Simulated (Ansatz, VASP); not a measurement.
# In2Se: VASP beside Ansatz, part 3 of 3

Wanted: the spread between two codes on one cell, functional and k mesh. The cell is generated by rule, not measured, and may not be a known phase. The cell is taken from a series of runs on this material, whose earlier steps may have relaxed, scaled, displaced or heated it; both programs get it as it stands.

VASP 6.6.1 and Ansatz 0.2.0.

So far: Starting point; Ansatz: zone-centre phonons, PBEsol; VASP: zone-centre phonons, PBEsol.

**3. VASP: zone-centre phonons, PBEsol (continued)**

Level of this step: PBEsol; plane waves and PAW (Se, In_d); invented cell (VASP).

Numbers of over 12 decimals in the logs are rounded to 6 here.

From OUTCAR (step 3):

```text
ion  position               nearest neighbor table
   1  0.000  0.000  0.000-   3 2.87   4 2.87   5 2.87   6 2.87
   2  0.500  0.500  0.500-   3 2.87   4 2.87   5 2.87   6 2.87
   3  0.250  0.250  0.250-   1 2.87   2 2.87
   4  0.750  0.750  0.250-   1 2.87   2 2.87
   5  0.750  0.250  0.750-   1 2.87   2 2.87
   6  0.250  0.750  0.750-   1 2.87   2 2.87

  LATTYP: Found a simple cubic cell.
 ALAT       =     6.6284302234

 Subroutine GETGRP returns: Found 48 space group operations
 (whereof 24 operations were pure point group operations)

The static configuration has the point symmetry T_d .
 The point group associated with its full space group is O_h .

 Found     20 irreducible k-points:

   k-points           NKPTS =     20   k-points in BZ     NKDIM =     20   number of bands    NBANDS=     39

   dimension x,y,z NGX =    48 NGY =   48 NGZ =   48
   dimension x,y,z NGXF=    96 NGYF=   96 NGZF=   96

   ENCUT  =  500.0 eV  36.75 Ry    6.06 a.u.  12.09 12.09 12.09*2*pi/ulx,y,z

   NELECT =      64.0000    total number of electrons

 k-points in reciprocal lattice and weights: Automatic mesh
   0.00000000  0.00000000  0.00000000       0.005
   0.16666667  0.00000000  0.00000000       0.028
   0.33333333  0.00000000  0.00000000       0.028
   0.50000000  0.00000000  0.00000000       0.014
   0.16666667  0.16666667  0.00000000       0.056
   0.33333333  0.16666667  0.00000000       0.111
   0.50000000  0.16666667  0.00000000       0.056
   0.33333333  0.33333333  0.00000000       0.056
   0.50000000  0.33333333  0.00000000       0.056
[...]
0.50000000  0.50000000  0.33333333       0.028
   0.50000000  0.50000000  0.50000000       0.005

 average (electrostatic) potential at core
       1 -56.1760       2 -56.1760       3 -99.5250       4 -99.5250       5 -99.5250
       6 -99.5250

  Total       -0.0157402     -0.0157402     -0.0157402      0.0000000      0.0000000      0.0000000
  in kB       -0.0865943     -0.0865943     -0.0865943      0.0000000      0.0000000      0.0000000
  external PRESSURE =      -0.0865943 kB  Pullay stress =       0.0000000 kB

  energy-cutoff  :      500.00
  volume of cell :      291.23
      direct lattice vectors                 reciprocal lattice vectors
     6.628430223  0.000000000  0.000000000     0.150865283  0.000000000  0.000000000
     0.000000000  6.628430223  0.000000000     0.000000000  0.150865283  0.000000000
     0.000000000  0.000000000  6.628430223     0.000000000  0.000000000  0.150865283

 POSITION                                       TOTAL-FORCE (eV/Angst)
 -----------------------------------------------------------------------------------
      0.00000      0.00000      0.00000        -0.000000      0.000000      0.000000
      3.31422      3.31422      3.31422        -0.000000      0.000000      0.000000
      1.65711      1.65711      1.65711         0.000000      0.000000      0.000000
      4.97132      4.97132      1.65711        -0.000000      0.000000      0.000000
      4.97132      1.65711      4.97132         0.000000     -0.000000     -0.000000
      1.65711      4.97132      4.97132         0.000000     -0.000000     -0.000000
 -----------------------------------------------------------------------------------
    total drift:                                0.000000     -0.000000      0.000000

 Eigenvectors and eigenvalues of the dynamical matrix
 ----------------------------------------------------

   1 f  =    3.594698 THz    22.586152 2PiTHz  119.906209 cm-1    14.866469 meV
             X         Y         Z           dx          dy          dz
      0.000000  0.000000  0.000000     0.000000   -0.000000    0.000000
      3.314215  3.314215  3.314215     0.000000   -0.000000    0.000000
      1.657108  1.657108  1.657108    -0.288675   -0.288675   -0.288675
      4.971323  4.971323  1.657108     0.288675    0.288675   -0.288675
      4.971323  1.657108  4.971323     0.288675   -0.288675    0.288675
      1.657108  4.971323  4.971323    -0.288675    0.288675    0.288675

   2 f  =    1.183769 THz     7.437840 2PiTHz   39.486283 cm-1     4.895673 meV
             X         Y         Z           dx          dy          dz
      0.000000  0.000000  0.000000    -0.008804   -0.002946   -0.069119
      3.314215  3.314215  3.314215    -0.008804   -0.002946   -0.069119
      1.657108  1.657108  1.657108     0.366796    0.393657    0.090216
      4.971323  4.971323  1.657108    -0.329216   -0.302356   -0.028107
      4.971323  1.657108  4.971323     0.337127   -0.391009    0.060546
      1.657108  4.971323  4.971323    -0.358885    0.305003    0.001562

   3 f  =    1.183769 THz     7.437840 2PiTHz   39.486283 cm-1     4.895673 meV
             X         Y         Z           dx          dy          dz
      0.000000  0.000000  0.000000    -0.047320    0.051085    0.003850
      3.314215  3.314215  3.314215    -0.047320    0.051085    0.003850
      1.657108  1.657108  1.657108    -0.255329    0.195914   -0.020689
      4.971323  4.971323  1.657108    -0.216565    0.234678    0.017230
      4.971323  1.657108  4.971323     0.259085   -0.241818    0.493725
      1.657108  4.971323  4.971323     0.297849   -0.280582   -0.497185

   4 f  =    1.183769 THz     7.437840 2PiTHz   39.486283 cm-1     4.895673 meV
             X         Y         Z           dx          dy          dz
      0.000000  0.000000  0.000000     0.050468    0.047384   -0.008448
      3.314215  3.314215  3.314215     0.050468    0.047384   -0.008448
      1.657108  1.657108  1.657108    -0.218713   -0.232853   -0.488878
      4.971323  4.971323  1.657108    -0.303784   -0.317923    0.496469
      4.971323  1.657108  4.971323     0.258435    0.190274   -0.011729
      1.657108  4.971323  4.971323     0.173364    0.275345    0.019320

   5 f  =    0.013508 THz     0.084874 2PiTHz    0.450585 cm-1     0.055865 meV
             X         Y         Z           dx          dy          dz
      0.000000  0.000000  0.000000     0.020896   -0.094894    0.341728
      3.314215  3.314215  3.314215     0.020896   -0.094894    0.341728
      1.657108  1.657108  1.657108     0.024281   -0.117149    0.416162
      4.971323  4.971323  1.657108     0.027451   -0.113980    0.415476
      4.971323  1.657108  4.971323     0.023401   -0.113786    0.415282
      1.657108  4.971323  4.971323     0.026571   -0.116955    0.416356

   6 f  =    0.013508 THz     0.084874 2PiTHz    0.450585 cm-1     0.055865 meV
             X         Y         Z           dx          dy          dz
      0.000000  0.000000  0.000000    -0.081961    0.331762    0.097138
      3.314215  3.314215  3.314215    -0.081961    0.331762    0.097138
      1.657108  1.657108  1.657108    -0.101720    0.403622    0.117040
      4.971323  4.971323  1.657108    -0.100819    0.404523    0.119357
      4.971323  1.657108  4.971323    -0.098643    0.403763    0.120117
      1.657108  4.971323  4.971323    -0.097742    0.402862    0.116280

   7 f  =    0.013508 THz     0.084874 2PiTHz    0.450585 cm-1     0.055865 meV
             X         Y         Z           dx          dy          dz
      0.000000  0.000000  0.000000     0.345059    0.084549    0.002379
      3.314215  3.314215  3.314215     0.345059    0.084549    0.002379
      1.657108  1.657108  1.657108     0.419468    0.101269    0.000902
      4.971323  4.971323  1.657108     0.419490    0.101291    0.004887
      4.971323  1.657108  4.971323     0.420252    0.104492    0.001687
      1.657108  4.971323  4.971323     0.420274    0.104470    0.004103

   8 f/i=    1.750720 THz    11.000098 2PiTHz   58.397731 cm-1     7.240393 meV
             X         Y         Z           dx          dy          dz
      0.000000  0.000000  0.000000     0.000000    0.000000    0.000000
      3.314215  3.314215  3.314215     0.000000    0.000000   -0.000000
      1.657108  1.657108  1.657108    -0.370420    0.333843    0.036578
      4.971323  4.971323  1.657108     0.370420   -0.333843    0.036578
      4.971323  1.657108  4.971323     0.370420    0.333843   -0.036578
      1.657108  4.971323  4.971323    -0.370420   -0.333843   -0.036578

   9 f/i=    1.750720 THz    11.000098 2PiTHz   58.397731 cm-1     7.240393 meV
             X         Y         Z           dx          dy          dz
      0.000000  0.000000  0.000000    -0.000000    0.000000   -0.000000
      3.314215  3.314215  3.314215    -0.000000    0.000000   -0.000000
      1.657108  1.657108  1.657108     0.171626    0.234981   -0.406606
      4.971323  4.971323  1.657108    -0.171626   -0.234981   -0.406606
      4.971323  1.657108  4.971323    -0.171626    0.234981    0.406606
      1.657108  4.971323  4.971323     0.171626   -0.234981    0.406606

  10 f/i=    2.177117 THz    13.679227 2PiTHz   72.620793 cm-1     9.003827 meV
             X         Y         Z           dx          dy          dz
      0.000000  0.000000  0.000000    -0.000000   -0.000000    0.000000
      3.314215  3.314215  3.314215    -0.000000   -0.000000   -0.000000
      1.657108  1.657108  1.657108    -0.123849    0.112222    0.011627
      4.971323  4.971323  1.657108     0.426205   -0.437832   -0.011627
      4.971323  1.657108  4.971323    -0.426205   -0.112222    0.313982
      1.657108  4.971323  4.971323     0.123849    0.437832   -0.313982

  11 f/i=    2.177117 THz    13.679227 2PiTHz   72.620793 cm-1     9.003827 meV
             X         Y         Z           dx          dy          dz
      0.000000  0.000000  0.000000     0.000000    0.000000   -0.000000
      3.314215  3.314215  3.314215     0.000000    0.000000    0.000000
      1.657108  1.657108  1.657108     0.421159   -0.411803   -0.009356
      4.971323  4.971323  1.657108    -0.022682    0.032038    0.009356
      4.971323  1.657108  4.971323     0.022682    0.411803    0.389121
      1.657108  4.971323  4.971323    -0.421159   -0.032038   -0.389121

  12 f/i=    2.177117 THz    13.679227 2PiTHz   72.620793 cm-1     9.003827 meV
             X         Y         Z           dx          dy          dz
      0.000000  0.000000  0.000000    -0.000000   -0.000000    0.000000
      3.314215  3.314215  3.314215    -0.000000   -0.000000    0.000000
      1.657108  1.657108  1.657108    -0.239346   -0.260432    0.499777
      4.971323  4.971323  1.657108    -0.260452   -0.239326   -0.499777
      4.971323  1.657108  4.971323     0.260452    0.260432   -0.000020
      1.657108  4.971323  4.971323     0.239346    0.239326    0.000020

  13 f/i=    2.913171 THz    18.303996 2PiTHz   97.172941 cm-1    12.047904 meV
             X         Y         Z           dx          dy          dz
      0.000000  0.000000  0.000000     0.669757    0.226772   -0.000932
      3.314215  3.314215  3.314215    -0.669757   -0.226772    0.000932
      1.657108  1.657108  1.657108     0.000000   -0.000000    0.000000
      4.971323  4.971323  1.657108     0.000000   -0.000000   -0.000000
      4.971323  1.657108  4.971323     0.000000   -0.000000    0.000000
      1.657108  4.971323  4.971323     0.000000   -0.000000   -0.000000
    [... 43 further lines ...]
      4.971323  1.657108  4.971323    -0.058857   -0.255347   -0.070520
      1.657108  4.971323  4.971323    -0.070032   -0.244172    0.003042

 ELASTIC MODULI CONTR FROM IONIC RELAXATION (kBar)
 Direction    XX          YY          ZZ          XY          YZ          ZX
 --------------------------------------------------------------------------------
 XX          -0.0000     -0.0000     -0.0000      0.0000     -0.0000      0.0000
 YY          -0.0000     -0.0000     -0.0000      0.0000     -0.0000      0.0000
 ZZ          -0.0000     -0.0000     -0.0000      0.0000      0.0000     -0.0000
 XY           0.0000     -0.0000      0.0000      0.0000     -0.0000     -0.0000
 YZ           0.0000      0.0000     -0.0000     -0.0000      0.0000      0.0000
 ZX          -0.0000      0.0000     -0.0000      0.0000     -0.0000      0.0000
 --------------------------------------------------------------------------------
```

**4. Comparison**

Known differences besides the potentials themselves: the data sets hold 84 valence electrons in Ansatz (on its default PAW (the set named soft_2) files) and 64 in VASP; the cutoff is 420 eV in Ansatz and 500 eV in VASP; Ansatz makes its cores anew for this functional, VASP keeps those of its PBE data sets. Total energies have different zeros and are not compared.

The two programs side by side:

| quantity | Ansatz | VASP | difference |
| --- | --- | --- | --- |
| optical mode 1 to 3 (imaginary, printed as negative) (cm⁻¹) | -116.3 | -107.9 | -8.4 |
| optical mode 4 to 6 (imaginary, printed as negative) (cm⁻¹) | -101.8 | -97.2 | -4.6 |
| optical mode 7 to 9 (imaginary, printed as negative) (cm⁻¹) | -74.0 | -72.6 | -1.4 |
| optical mode 10 to 11 (imaginary, printed as negative) (cm⁻¹) | -60.2 | -58.4 | -1.8 |
| optical mode 12 to 14 (cm⁻¹) | 37.1 | 39.5 | -2.4 |
| optical mode 15 (cm⁻¹) | 119.0 | 119.9 | -0.80 % |

Modes are paired by rising frequency, not by their patterns, so a pair may set unlike modes beside each other; they are those without the splitting of longitudinal modes.

**5. Summary of results**

* r.m.s. difference of the optical zone-centre modes, each program's sorted by frequency (zone-centre phonons, PBEsol): 4.5 cm⁻¹
* difference in optical mode 15 (zone-centre phonons, PBEsol): -0.8 %

The r.m.s. difference of the optical zone-centre modes, each program's sorted by frequency is 4.5 cm⁻¹ (zone-centre phonons, PBEsol). The data sets hold unlike numbers of valence electrons (84 in Ansatz and 64 in VASP), so part of the differences comes from the potentials. Among the rows given in per cent, the largest difference of the zone-centre phonons, PBEsol pair is in optical mode 15, -0.8 %. Such differences can come from data sets, numerical settings and the points named under the comparisons, not from the functional's error against experiment.

[Lines on the potential files, build, host, timing and source positions are cut from VASP's logs without a mark.]

[Logs are printed without paths, hosts, clocks, repeated set-up lines and the standing remarks that a program may print on its own settings, such as how far it seeks lower states.]

[Hosts, paths, dates, database ids (printed as entryN), source tags and the programs' standing remarks are cut or masked in the printed files.]
